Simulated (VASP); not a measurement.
Ag: band structure with PBE

Ag:

```
Ag
1.0
     0.00000    2.04265    2.04265
     2.04265    0.00000    2.04265
     2.04265    2.04265    0.00000
Ag
1
Direct
  0.00000 0.00000 0.00000
```

| Property | Result |
| --- | --- |
| Program | VASP 6.6.1 |
| Task | band structure |
| Functional | PBE |
| Potentials or basis | VASP PAW PBE potentials, release 64 (Ag) |
| Cutoff | 520 eV |
| k mesh | 16 × 16 × 16 |
| Occupations | fermi-dirac, width 0.05 eV |
| Spin | non-collinear spin, zero start, spin-orbit coupling |
| Starting moments | [[0.0, 0.0, 0.0]] μB |
| Further INCAR settings | ALGO = Fast; EDIFF = 1e-06 |

| Quantity | Value |
| --- | --- |
| Pressure | 4.5 GPa |
| Net moment | 0.00 μB per cell |
| Valence electrons inside the program's atomic spheres | Ag 9.88 |

Moments on the atoms (μB; x, y, z):
```
Ag  0.00 0.00 0.00
```

It took 38 s on 1 thread of Intel(R) Xeon(R) 6975P-C (Granite Rapids), on a shared host, peak memory 0.27 GiB.
